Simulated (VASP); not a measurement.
Given:

```
YN
1.0
    0.00000     2.42512     2.42512
    2.42512     0.00000     2.42512
    2.42512     2.42512     0.00000
Y N
1 1
Direct
  0.00000   0.00000   0.00000
  0.50000   0.50000   0.50000
```

Level of theory: TPSS meta-GGA, VASP's PBE PAW potentials (set 64) (plane waves; VASP). Run with 520 eV cut-off, 9×9×9 Γ-centred mesh, Gaussian smearing of 0.050 eV, potentials Y_sv N.

Problem. Give the stress tensor in GPa (positive for a compressed cell).

Solution. 
```
5.30  0.00  0.00
0.00  5.30  0.00
0.00  0.00  5.30
```
The pressure is its mean diagonal, 5.30 GPa.

The compound is YN in the rock salt structure. This cell is one point of a volume scan, at 0.97 of the reference volume.
